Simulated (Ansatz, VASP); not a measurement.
# SiHC (SiC(111) slab, H on both faces) in two plane-wave programs

One calculation is typed for both programs; each brings its own data sets. How far apart do they land? The cell is taken from a series of runs on this material, whose earlier steps may have relaxed, scaled, displaced or heated it; both programs get it as it stands.

Method: plane waves, with VASP 6.6.1 beside it; RPBE, in Ansatz 0.2.0.

## 1. Set-up

The cell holds 150 atoms: 50 Si, 50 C and 50 H. Cell: a = 15.415 Å, b = 15.415 Å, c = 15.717 Å, α = 90.0°, β = 90.0°, γ = 60.0°. It derives from SiC (zinc-blende). As first built, before any earlier steps moved the atoms or strained the cell (in the runner's words): zinc-blende SiC (a = 4.36 A), (111) slab of 4 atomic planes, 5 x 5 surface cells, H on the broken bonds of both faces; displaced by a Gaussian of 0.02 A. Vacuum lies along c.

## 2. Ansatz: single point, RPBE

Ansatz runs on its PAW soft_1 files.

A single point takes one fixed geometry, so differences don't come from the geometry; what else differs is listed under the comparison.

File input.yaml:

```yaml
crystal:
  lattice:
    - [15.414927829866738, 0.0, 0.0]
    - [7.707463914933368, 13.349719098168324, 0.0]
    - [0.0, 0.0, 15.716558967083458]
  atoms:
    - { symbol: Si, position: [0.13345972655636737, 0.13335785250929444, 0.42725206643260455] }
    - { symbol: C, position: [0.20010993154149526, 2.7118359066228597e-05, 0.39044464030140097] }
    - { symbol: Si, position: [0.06681446690093802, 0.06666312773047234, 0.5853590491045132] }
    - { symbol: C, position: [0.13343357092316147, 0.13337582321708344, 0.5467969995935978] }
    - { symbol: Si, position: [0.13344196148868284, 0.333364861192175, 0.4272258818475845] }
    - { symbol: C, position: [0.20009269690131923, 0.20005283071936203, 0.39039468645662034] }
    - { symbol: Si, position: [0.06675885041109318, 0.26670405466479774, 0.5852722657662283] }
    - { symbol: C, position: [0.1334568252479273, 0.33336140905945694, 0.5467702192598727] }
    - { symbol: Si, position: [0.1334345920761379, 0.5333561932227593, 0.42719122919151165] }
    - { symbol: C, position: [0.2001484671957881, 0.4000114684367504, 0.3904242237594261] }
    - { symbol: Si, position: [0.06683120895245616, 0.4666714028268936, 0.5852906537457412] }
    - { symbol: C, position: [0.13343989393225267, 0.5333704746373277, 0.5467185979008337] }
    - { symbol: Si, position: [0.13340216726607876, 0.733377202854366, 0.4272591073103778] }
    - { symbol: C, position: [0.2000918378835354, 0.6000432267036581, 0.3903945000230983] }
    - { symbol: Si, position: [0.06678225463755308, 0.6666680195687427, 0.5853011545464117] }
    - { symbol: C, position: [0.1334168725697661, 0.7333631005384057, 0.5468042078979122] }
    - { symbol: Si, position: [0.1334280344274139, 0.9333591495928402, 0.42722709856206187] }
    - { symbol: C, position: [0.20008336046979625, 0.8000127515986818, 0.390419447549648] }
    - { symbol: Si, position: [0.0667273225514928, 0.8667308387987259, 0.5853033721080714] }
    - { symbol: C, position: [0.13344861396956934, 0.9333513705470962, 0.5467673099801998] }
    - { symbol: Si, position: [0.3334583411218769, 0.13337023800425968, 0.42715681118588433] }
    - { symbol: C, position: [0.40012178395745635, 1.0000280891481794, 0.3903688796361748] }
    - { symbol: Si, position: [0.2667857500600159, 0.06671691344437784, 0.5852631787615702] }
    - { symbol: C, position: [0.33345100656265325, 0.13338554389291135, 0.5467036897917774] }
    - { symbol: Si, position: [0.33344335700145794, 0.3333796157737368, 0.42737012033955796] }
    - { symbol: C, position: [0.4001351327336865, 0.20008714323035848, 0.3904490897918866] }
    - { symbol: Si, position: [0.26677622920144684, 0.266665536290465, 0.585312308233434] }
    - { symbol: C, position: [0.33343018951449105, 0.33340793973592303, 0.5469093817899401] }
    - { symbol: Si, position: [0.3334276231454829, 0.5333712547793168, 0.4272459955000982] }
    - { symbol: C, position: [0.4001351788877489, 0.40000022908623434, 0.39049956433685906] }
[... 114 atom lines left out ...]
    - { symbol: H, position: [1.0000387207825676, 0.40026299387664416, 0.3198428722812647] }
    - { symbol: H, position: [0.8668654516440634, 0.4664124261343069, 0.6810099074446158] }
    - { symbol: H, position: [-6.154999837268791e-05, 0.6001580680047834, 0.3198797682715004] }
    - { symbol: H, position: [0.8665774718539497, 0.6668751321412276, 0.6810960896541653] }
    - { symbol: H, position: [7.554367598094722e-06, 0.8000903751556877, 0.3198364155577594] }
    - { symbol: H, position: [0.8666539952626322, 0.8667869791935016, 0.6810687037710021] }
kpoints:
  mp_grid:
    grid: [1, 1, 1]
hamiltonian:
  xc: rpbe
  dispersion: none
  pseudopotentials:
    kind: paw
    xc_functional: pbe
    azcp:
      folder: "./paw"
scf:
  occupations:
    method: fixed
output:
  forces: true
  eigenvalues: true
```

Command:

```bash
$ python study.py
```

## 3. VASP: single point, RPBE

The same cell, functional and mesh now go to VASP, with its own data sets.

Lines of VASP's logs that name or quote its potential files are left out, and so is its time.

File INCAR:

```
SYSTEM = SiHC
PREC = Accurate
ENCUT = 520
EDIFF = 1E-06
NELM = 120
ISMEAR = 0
SIGMA = 0.01
LREAL = Auto
ALGO = Normal
GGA = RP
NBANDS = 330
LORBIT = 11
LWAVE = .FALSE.
LCHARG = .FALSE.
ISIF = 2
LASPH = .TRUE.
GGA_COMPAT = .FALSE.
EFERMI = MIDGAP
```

File POSCAR:

```
SiHC
1.0
   15.4149280000      0.0000000000      0.0000000000
    7.7074640000     13.3497190000      0.0000000000
    0.0000000000      0.0000000000     15.7165590000
Si C H
50 50 50
Direct
    0.1334600000      0.1333580000      0.4272520000
    0.0668140000      0.0666630000      0.5853590000
    0.1334420000      0.3333650000      0.4272260000
    0.0667590000      0.2667040000      0.5852720000
    0.1334350000      0.5333560000      0.4271910000
    0.0668310000      0.4666710000      0.5852910000
    0.1334020000      0.7333770000      0.4272590000
    0.0667820000      0.6666680000      0.5853010000
    0.1334280000      0.9333590000      0.4272270000
    0.0667270000      0.8667310000      0.5853030000
    0.3334580000      0.1333700000      0.4271570000
    0.2667860000      0.0667170000      0.5852630000
    0.3334430000      0.3333800000      0.4273700000
    0.2667760000      0.2666660000      0.5853120000
    0.3334280000      0.5333710000      0.4272460000
    0.2667190000      0.4667790000      0.5853240000
    0.3334090000      0.7333670000      0.4272500000
    0.2667500000      0.6666870000      0.5853080000
    0.3334450000      0.9333770000      0.4272470000
    0.2667770000      0.8667090000      0.5852770000
    0.5334500000      0.1333970000      0.4273220000
    0.4667630000      0.0667080000      0.5852720000
    0.5334440000      0.3334130000      0.4273710000
    0.4667920000      0.2667240000      0.5853980000
    0.5334150000      0.5334150000      0.4272670000
    0.4667560000      0.4667590000      0.5853330000
    0.5334270000      0.7334120000      0.4273210000
    0.4667490000      0.6667200000      0.5853280000
    0.5334560000      0.9333830000      0.4272210000
    0.4667670000      0.8667680000      0.5853150000
[... 114 atom lines left out ...]
    0.0000390000      0.4002630000      0.3198430000
    0.8668650000      0.4664120000      0.6810100000
    0.9999380000      0.6001580000      0.3198800000
    0.8665770000      0.6668750000      0.6810960000
    0.0000080000      0.8000900000      0.3198360000
    0.8666540000      0.8667870000      0.6810690000
```

File KPOINTS:

```
Automatic mesh
0
Gamma
1 1 1
0 0 0
```

Potentials, in the order of the species: Si, C and H (PBE family, release 64).

Command:

```bash
$ export OMP_NUM_THREADS=3
$ mpirun -np 1 vasp_gam
```

Log:

```text
[banner, memory and clock lines left out]
running    1 mpi-ranks, on    1 nodes
[...]
Offloading initialized ...    1 GPUs detected
[...]
|                                                                             |
|               ----> ADVICE to this user running VASP <----                  |
|                                                                             |
|     You enforced a specific xc type in the INCAR file but a different       |
|     [... a line on the potential file left out ...]
|     I HOPE YOU KNOW WHAT YOU ARE DOING!                                     |
|                                                                             |

 LDA part: xc-table for (Slater+PW92), standard interpolation
 POSCAR, INCAR and KPOINTS ok, starting setup
[...]
entering main loop
       N       E                     dE             d eps       ncg     rms          rms(c)
DAV:   1     0.375596797243E+04    0.37560E+04   -0.19328E+05   660   0.116E+03
DAV:   2    -0.408990528401E+03   -0.41650E+04   -0.39445E+04   934   0.253E+02
DAV:   3    -0.970015413753E+03   -0.56102E+03   -0.55560E+03   856   0.960E+01
DAV:   4    -0.100254044768E+04   -0.32525E+02   -0.32438E+02   904   0.259E+01
[...]
DAV:  24    -0.891168875309E+03   -0.11119E-04   -0.20211E-06   592   0.148E-03    0.777E-04
DAV:  25    -0.891168879492E+03   -0.41822E-05   -0.33557E-07   520   0.657E-04    0.402E-04
DAV:  26    -0.891168880318E+03   -0.82620E-06   -0.91305E-08   544   0.382E-04
   1 F= -.89116888E+03 E0= -.89116888E+03  d E =0.000000E+00
```

OUTCAR, selected parts (step 3):

```text
  FREE ENERGIE OF THE ION-ELECTRON SYSTEM (eV)
  ---------------------------------------------------
  free  energy   TOTEN  =      -891.1688803178 eV

  energy  without entropy=     -891.1688803178  energy(sigma->0) =     -891.16888032
```

## 4. Side by side

Known differences besides the potentials themselves: fixed occupations in Ansatz, narrow Gaussian smearing in VASP; Ansatz makes its cores anew for this functional, VASP keeps those of its PBE data sets; Ansatz takes its cutoff from its data sets, VASP runs at 520 eV. Total energies have different zeros and are not compared.

Both answers:

```csv
quantity,Ansatz,VASP,difference
gap on the k mesh (eV),3.113,3.107,+0.006
```

Forces on 10 of the 150 atoms, those with the largest forces and the largest differences (eV/Å; atoms numbered as in POSCAR):

| atom | Ansatz x, y, z | VASP x, y, z |
| --- | --- | --- |
| C53 | 0.000, -0.004, -0.549 | 0.001, -0.004, -0.503 |
| C59 | 0.002, 0.002, -0.554 | 0.001, 0.002, -0.509 |
| C61 | 0.002, -0.004, -0.543 | 0.001, -0.004, -0.496 |
| C85 | 0.000, -0.001, -0.541 | -0.002, 0.000, -0.495 |
| C87 | 0.004, 0.004, -0.550 | 0.005, 0.004, -0.504 |
| C89 | -0.003, 0.005, -0.550 | -0.003, 0.005, -0.505 |
| C91 | -0.004, 0.002, -0.551 | -0.004, 0.002, -0.505 |
| C95 | 0.001, 0.000, -0.549 | 0.001, -0.001, -0.504 |
| C97 | 0.001, -0.004, -0.547 | 0.002, -0.003, -0.501 |
| C99 | -0.001, 0.004, -0.550 | 0.000, 0.004, -0.504 |

The forces differ by 14 meV/Å r.m.s., which is 8.5 % of the r.m.s. force of 0.168 eV/Å (both taken over all components). A gap on the mesh is an upper bound, since the band edges may lie between its points. Where the cell holds vacuum, a pressure given here is an average over it and none of the material.

## 5. Outcome

- r.m.s. force difference (single point, RPBE): 14 meV/Å

**Reading.** The r.m.s. force difference is 14 meV/Å (single point, RPBE), beyond the 12 meV/Å picked in this series as the mark of a large difference. What causes the difference of the single point, RPBE pair stays open here. Such differences can come from data sets, numerical settings and the points named under the comparisons, not from the functional's error against experiment.

[Lines on the potential files, build, host, timing and source positions are cut from VASP's logs without a mark.]

[Logs are printed without paths, hosts, clocks, repeated set-up lines and the standing remarks that a program may print on its own settings, such as how far it seeks lower states.]

[Hosts, paths, dates, database ids (printed as entryN), source tags and the programs' standing remarks are cut or masked in the printed files.]
